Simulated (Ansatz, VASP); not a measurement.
**CuF2 (CuF2 monolayer): VASP beside Ansatz**

One calculation is typed for both programs; each brings its own data sets. How far apart do they land? The cell is taken from a series of runs on this material, whose earlier steps may have relaxed, scaled, displaced or heated it; both programs get it as it stands.

Calculated with Ansatz 0.2.0; plane waves, with VASP 6.6.1 beside it; single point at LDA, DFT+U.

## (1) The structure

The cell holds 9 atoms: 3 Cu and 6 F. Its edges and angles: a = 5.279 Å, b = 11.198 Å, c = 15.000 Å, α = 90.0°, β = 90.0°, γ = 45.0°. It derives from CuF2. One layer cut from the bulk crystal, unrelaxed. Vacuum lies along c.

## (2) Ansatz: single point, LDA, DFT+U, pair 1

Ansatz runs on its default PAW (the set named soft_2) files.

A single point gives forces, pressure and levels at one fixed geometry, so differences don't come from the geometry; what else differs is listed under the comparison.

Contents of input.yaml:

```yaml
crystal:
  lattice:
    - [3.732798, 3.732798, 0.0]
    - [0.0, 11.198394, 0.0]
    - [0.0, 0.0, 15.0]
  atoms:
    - { symbol: Cu, position: [0.0, 0.0, 0.5], spin: 1.0 }
    - { symbol: Cu, position: [0.0, 0.333333333, 0.5], spin: 1.0 }
    - { symbol: Cu, position: [0.0, 0.666666667, 0.5], spin: -1.0 }
    - { symbol: F, position: [0.5, 0.833333333, 0.5] }
    - { symbol: F, position: [0.5, 0.166666667, 0.5] }
    - { symbol: F, position: [0.5, 0.5, 0.5] }
    - { symbol: F, position: [0.0, 0.166666667, 0.5] }
    - { symbol: F, position: [0.0, 0.5, 0.5] }
    - { symbol: F, position: [0.0, 0.833333333, 0.5] }
magnetization:
  spin_polarized: true
kpoints:
  mp_grid: { grid: [9, 6, 1] }
hamiltonian:
  xc: lda
  hubbard:
    sites:
      - { species: Cu, l: d, u_eff: 4.5 }
      - { site: 0, l: d, u_eff: 4.5, starting_ns: [{ spin: up, occupation_matrix: cu1_major }, { spin: down, occupation_matrix: cu1_minor }] }
      - { site: 1, l: d, u_eff: 4.5, starting_ns: [{ spin: up, occupation_matrix: cu1_major }, { spin: down, occupation_matrix: cu1_minor }] }
      - { site: 2, l: d, u_eff: 4.5, starting_ns: [{ spin: up, occupation_matrix: cu1_minor }, { spin: down, occupation_matrix: cu1_major }] }
    projectors: ortho-atomic
    occupation_matrices:
      cu1_major:
        matrix:
          - [0.983, 0.0, 0.0, 0.0, 0.0]
          - [0.0, 0.996, 0.0, 0.0, 0.0]
          - [0.0, 0.0, 0.996, 0.0, 0.0]
          - [0.0, 0.0, 0.0, 0.977, 0.0]
          - [0.0, 0.0, 0.0, 0.0, 0.995]
      cu1_minor:
        matrix:
          - [0.981, 0.0, 0.0, 0.0, 0.0]
          - [0.0, 0.997, 0.0, 0.0, 0.0]
          - [0.0, 0.0, 0.997, 0.0, 0.0]
          - [0.0, 0.0, 0.0, 0.309, 0.0]
          - [0.0, 0.0, 0.0, 0.0, 0.996]
scf:
  occupations: { method: fermi_dirac, width: 0.05 }
output:
  eigenvalues: true
```

Command:

```
$ ansatz run input.yaml --threads 4 --pin off --max-ram 8192MiB --backend cpu --events-out ev --progress --plain --runs-dir out
```

Numbers of over 12 decimals in the logs are rounded to 6 here.

What it wrote:

```text
Engine: ansatz 0.2.0, aarch64-unknown-linux-gnu
Pseudopotentials: kind: paw
Pseudopotential: Cu, paw, valence charge 19, recommended cutoff 420 eV (normal), Cu.paw.azcp
Pseudopotential: F, paw, valence charge 7, recommended cutoff 420 eV (normal), F.paw.azcp
Functional definition: SPW92
  exchange = slater_x
  correlation = pw_c
Crystal: 9 atoms, lattice volume = 627.020 Å³
Basis set: ecut = 420 eV, 12229 PW (Γ)
Bands: 62, of which v1, the nominal top of the filled ones, is band 50 counted from 1 (49 counted from 0)
Symmetry: 8 space group operations
Space group: Cmmm (ITA 65), of the structure as read, at distance tolerance 8.6e-5 Å
Magnetic group: BNS 65.481 (UNI 579), of the structure as read, at distance tolerance 8.6e-5 Å
k-points: 20 of 54
Non-local potential: Cu, projectors of the file, l = 0: 3, l = 1: 2, l = 2: 3, l = 3: 1
Non-local potential: F, projectors of the file, l = 0: 2, l = 1: 2, l = 2: 1
PAW form: soft (Blöchl's): semilocal exchange-correlation on the pseudo side does not see the compensation charge
PAW frozen core: Cu, regenerated for the run's functional, and the local potential with it (the file was generated under x = pbe(κ = 0.804, μ = 0.219515), c = pbe(β = 0.066725))
PAW frozen core: F, regenerated for the run's functional, and the local potential with it (the file was generated under x = pbe(κ = 0.804, μ = 0.219515), c = pbe(β = 0.066725))
PAW one-centre angular grid: Cu, 590 points (default); XC on 64 Gauss nodes
PAW one-centre angular grid: F, 110 points (default); XC on 64 Gauss nodes
Initial density: superposition of atomic densities (neutral atoms: chi_scale 0, normalization atom)
Starting moments: Σ|m| = 3 μB on 3 of 9 sites
Initial wavefunctions: pseudopotential atomic-orbital guess
Functional: x = slater, c = lda
SCF iter   1: F=—  HF=-24431.916483 eV  |F-HF|=—  |Δ(HF+E_count)|=         —  Δρ=4.47e-2 (↑4.25e-2 ↓4.47e-2)  dr2=3.60e1  dr2_m=7.07e-1  M=1.000 μB ∫|m|=3.050 μB  β_m=0.30  ethr=3.10e-3  ⟨swp⟩=6.3  Hψ=9728  notcnv=0  defer=8
preconditioner: auto → Resta (q_TF=auto, 2.006 Å⁻¹)  ε∞=1.9  [insulator: Δε(μ)=2.297 eV  Ē_g=13.861 eV  σ=0.050 eV  W_gap=1.00  n_scr=84 (ndim 8)  ℏωp=12.8 eV  f_vac=0.769  D(μ)=0.00/eV (n_scr^D=0)  ε∞_Penn≈1.9  vacuum switching on, ρ_ref=1.4e-2 e/Å³]
spin=Collinear: Resta preconditioning applied to the charge; magnetization (m = ρ↑ − ρ↓) channel mixes plain (no charge-response kernel on spin).
SCF iter   2: F=—  HF=-24423.017740 eV  |F-HF|=—  |Δ(HF+E_count)|=    8.90e0  Δρ=1.45e-2 (↑1.25e-2 ↓1.45e-2)  dr2=2.06e0  dr2_m=3.30e-1  M=1.000 μB ∫|m|=2.680 μB  β_m=0.30  ethr=3.10e-3  ⟨swp⟩=3.1  Hψ=5852  notcnv=0  defer=208
SCF iter   3: F=—  HF=-24422.113423 eV  |F-HF|=—  |Δ(HF+E_count)|=   9.04e-1  Δρ=1.04e-2 (↑8.77e-3 ↓1.04e-2)  dr2=8.82e-1  dr2_m=1.76e-1  M=1.000 μB ∫|m|=2.676 μB  β_m=0.30  ethr=2.08e-3  ⟨swp⟩=2.0  Hψ=4124  notcnv=0  defer=207
SCF iter   4: F=—  HF=-24421.687651 eV  |F-HF|=—  |Δ(HF+E_count)|=   4.26e-1  Δρ=6.17e-3 (↑5.18e-3 ↓6.17e-3)  dr2=8.85e-2  dr2_m=1.27e-1  M=1.000 μB ∫|m|=2.599 μB  β_m=0.30  ethr=8.91e-4  ⟨swp⟩=3.3  Hψ=4711  notcnv=0  defer=199
SCF iter   5: F=—  HF=-24421.694735 eV  |F-HF|=—  |Δ(HF+E_count)|=   7.08e-3  Δρ=3.68e-3 (↑3.33e-3 ↓3.68e-3)  dr2=7.62e-3  dr2_m=6.71e-2  M=1.000 μB ∫|m|=2.602 μB  β_m=0.30  ethr=8.94e-5  ⟨swp⟩=2.2  Hψ=4089  notcnv=0  defer=199
SCF iter   6: F=—  HF=-24421.711408 eV  |F-HF|=—  |Δ(HF+E_count)|=   1.67e-2  Δρ=2.66e-3 (↑2.57e-3 ↓2.66e-3)  dr2=7.29e-3  dr2_m=3.63e-2  M=1.000 μB ∫|m|=2.598 μB  β_m=0.30  ethr=7.70e-6  ⟨swp⟩=2.3  Hψ=3279  notcnv=0  defer=199
SCF iter   7: F=—  HF=-24421.719553 eV  |F-HF|=—  |Δ(HF+E_count)|=   8.15e-3  Δρ=1.85e-3 (↑1.72e-3 ↓1.85e-3)  dr2=6.93e-4  dr2_m=1.81e-2  M=1.000 μB ∫|m|=2.604 μB  β_m=0.30  ethr=7.36e-6  ⟨swp⟩=2.4  Hψ=3171  notcnv=0  defer=199
Mixer restart at iter 7: flushing history
spin-set hold released at iteration 7 (site moments contracting): the magnetisation degrees of freedom join the quasi-Newton model from the next iteration; the mixer history was flushed
SCF iter   8: F=—  HF=-24421.723352 eV  |F-HF|=—  |Δ(HF+E_count)|=   3.80e-3  Δρ=1.29e-3 (↑1.29e-3 ↓1.25e-3)  dr2=2.18e-4  dr2_m=9.24e-3  M=1.000 μB ∫|m|=2.606 μB  β_m=0.65  ethr=7.00e-7  ⟨swp⟩=2.5  Hψ=3622  notcnv=0  defer=199
SCF iter   9: F=—  HF=-24421.728389 eV  |F-HF|=—  |Δ(HF+E_count)|=   5.04e-3  Δρ=6.21e-4 (↑4.44e-4 ↓6.21e-4)  dr2=4.51e-3  dr2_m=1.99e-4  M=1.000 μB ∫|m|=2.610 μB  β_m=0.46  ethr=2.20e-7  ⟨swp⟩=2.5  Hψ=4687  notcnv=0  defer=199
[...]
iter 14 met the thresholds in force, and the SCF goes on: an eigenvalue changes by 5.33 meV, over its tolerance of 1.00 meV (output.eigenvalues, Limitations)
SCF iter  14: F=-24421.727528 eV  HF=-24421.727528 eV  |F-HF|=2.18e-9  |Δ(HF+E_count)|=   6.99e-9  Δρ=1.79e-6 (↑1.37e-6 ↓1.79e-6)  dr2=1.98e-8  dr2_m=8.79e-9  M=1.000 μB ∫|m|=2.611 μB  β_m=0.73  ethr=7.01e-11  ⟨swp⟩=1.0  Hψ=6869  notcnv=0
iter 15 met the thresholds in force, and the SCF goes on: an eigenvalue changes by 4.23 meV, over its tolerance of 1.00 meV (output.eigenvalues, Limitations)
SCF iter  15: F=-24421.727528 eV  HF=-24421.727528 eV  |F-HF|=9.48e-9  |Δ(HF+E_count)|=   1.04e-8  Δρ=9.56e-7 (↑7.03e-7 ↓9.56e-7)  dr2=1.03e-8  dr2_m=4.25e-10  M=1.000 μB ∫|m|=2.611 μB  β_m=1.00  ethr=2.00e-11  ⟨swp⟩=1.0  Hψ=6287  notcnv=0
Mixer restart at iter 15: flushing history
iter 16 met the thresholds in force, and the SCF goes on: an eigenvalue changes by 4.43 meV, over its tolerance of 1.00 meV (output.eigenvalues, Limitations)
SCF iter  16: F=-24421.727528 eV  HF=-24421.727528 eV  |F-HF|=7.46e-8  |Δ(HF+E_count)|=   1.70e-8  Δρ=2.09e-6 (↑1.99e-6 ↓2.09e-6)  dr2=7.23e-8  dr2_m=6.13e-10  M=1.000 μB ∫|m|=2.611 μB  β_m=1.00  ethr=1.04e-11  ⟨swp⟩=1.0  Hψ=7472  notcnv=0  κ⁻¹=1.0e0(r=1)
iter 17 met the thresholds in force, and the SCF goes on: an eigenvalue changes by 1.29 meV, over its tolerance of 1.00 meV (output.eigenvalues, Limitations)
SCF iter  17: F=-24421.727528 eV  HF=-24421.727528 eV  |F-HF|=2.71e-9  |Δ(HF+E_count)|=   1.89e-8  Δρ=5.16e-7 (↑5.16e-7 ↓2.27e-7)  dr2=2.49e-9  dr2_m=1.37e-10  M=1.000 μB ∫|m|=2.611 μB  β_m=1.00  ethr=1.04e-11  ⟨swp⟩=1.0  Hψ=6867  notcnv=0  κ⁻¹=9.5e-3(r=2)
SCF iter  18: F=-24421.727528 eV  HF=-24421.727528 eV  |F-HF|=4.00e-11  |Δ(HF+E_count)|=  4.77e-10  Δρ=1.24e-7 (↑7.77e-8 ↓1.24e-7)  dr2=1.27e-10  dr2_m=2.10e-11  M=1.000 μB ∫|m|=2.611 μB  ethr=2.52e-12  ⟨swp⟩=1.0  Hψ=6000  notcnv=0
SCF 1 converged in 18 iterations: F = -24421.727528 eV  dr2 = 1.27e-10
  greatest PAW one-centre occupation: 1.000 electrons in one spin orbital (limit 2), on the Cu atom at site 2 (counted from 0), in its partial waves of l = 0
SCF converged after 18 iterations
an eigenvalue changed by more than its tolerance at an iteration that met the thresholds in force, so the SCF went on 4 times, its first undamped step at iteration 15: the last check found none over its tolerance
Magnetization: 1.0000 μB (50.0000 up, 49.0000 down)
Absolute magnetization: 2.5661 μB (∫|ρ↑−ρ↓|, with the PAW one-centre terms)
Spin contamination: 0.7682 ħ² per cell (⟨S²⟩ above its minimum at these occupations)
Per-site moments (μB) at R_I (Å): [(0.704442, 0.769890), (0.704442, 0.769890), (-0.645773, 0.769890), (0.00632291, 0.769890), (0.086739, 0.769890), (0.00632291, 0.769890), (0.086739, 0.769890), (0.00632291, 0.769890), (0.00632291, 0.769890)]
Free energy (F): -24421.727528 eV
Harris-Foulkes:  -24421.727528 eV  (|F-HF|=4.00e-11)
Internal energy: -24421.727527 eV  (E = F + TS)
E sigma→0 (E₀):  -24421.727528 eV
Entropy (-TS):   -0.000001 eV (-0.000 meV/atom)
Fermi energy:    -4.948491 eV
--- Per-component energies (eV) ---
  E_band       = -2885.292461
  E_kinetic    = 2108.699023
  E_local      = -62656.187712  (includes V_loc(G=0)·N_el)
  E_nonlocal   = 1634.032927
  E_hartree    = 29378.204110
  E_xc         = -722.762529
  E_vxc        = -936.104704  (∫ρ·V_xc dr)
  E_hubbard    = 2.024334  (on-site DFT+U / exact-exchange correction)
  E_vhub       = -58.294250  (the Hubbard potential's part of the band-sum identity)
  E_paw        = -5892.954771  (= ΣΔE_a)
  E_vpaw       = -1733.857426  (= ΣTr[D̂ρ^β])
  E_aug_tail   = 0.012179  (compensation charges beyond the density's cutoff)
  E_ewald      = 11725.176422
  E_core_change = 2.028491  (= ΣΔE_core)
  E_smearing   = -0.000001  (= −TS)
  E_closure    = -0.000000  (closes the sum)
  Σ components = -24421.727528   (vs F -24421.727528, Δ=0.00e0)
--- Specified on-site occupations, and those of the state reported ---
  electrons in the specified blocks: 27.6810 specified, 27.7080 found
  site 2 (l=d) ↑: largest change of an orbital's occupation 0.0387; electrons 4.2800 specified, 4.3181 found; spectral distance 0.0387
  site 2 (l=d) ↓: largest change of an orbital's occupation 0.0076; electrons 4.9470 specified, 4.9388 found; spectral distance 0.0077
  site 0 (l=d) ↓: largest change of an orbital's occupation 0.0028; electrons 4.2800 specified, 4.2762 found; spectral distance 0.0029
  site 1 (l=d) ↓: largest change of an orbital's occupation 0.0028; electrons 4.2800 specified, 4.2762 found; spectral distance 0.0029
  site 1 (l=d) ↑: largest change of an orbital's occupation 0.0028; electrons 4.9470 specified, 4.9493 found; spectral distance 0.0028
  site 0 (l=d) ↑: largest change of an orbital's occupation 0.0028; electrons 4.9470 specified, 4.9493 found; spectral distance 0.0028
--- Band table (eV; the first three rows and the last of 40) ---
  k-point 0 ↑: bands = [... 46 lower, -6.5661, -6.5633, -6.5454, -5.4653, -3.4128, -0.7905, 1.2763, 2.0297, ... 8 higher]
  k-point 1 ↑: bands = [... 46 lower, -6.6240, -6.5077, -6.3934, -5.5716, -3.3579, -0.6780, 1.3236, 1.3973, ... 8 higher]
  k-point 2 ↑: bands = [... 46 lower, -6.4983, -6.4665, -6.2798, -5.8077, -3.2568, -0.3603, 0.7142, 1.4628, ... 8 higher]
  k-point 19 ↓: bands = [... 46 lower, -6.3903, -6.3801, -6.3553, -3.8655, -3.8644, 0.7463, 1.9694, 1.9744, ... 8 higher]
Occupation matrices written to <dir>
```

In the SCF lines HF is the Harris–Foulkes energy and dr2 the Hartree energy of the density residual, in eV; the loop may stop once dr2 is under the threshold and the program's other checks hold. Hψ counts applications of the Hamiltonian.

(Continued in part 2 of 3.)

[Lines on the potential files, build, host, timing and source positions are cut from VASP's logs without a mark.]

[Logs are printed without paths, hosts, clocks, repeated set-up lines and the standing remarks that a program may print on its own settings, such as how far it seeks lower states.]

[Hosts, paths, dates, database ids (printed as entryN), source tags and the programs' standing remarks are cut or masked in the printed files.]
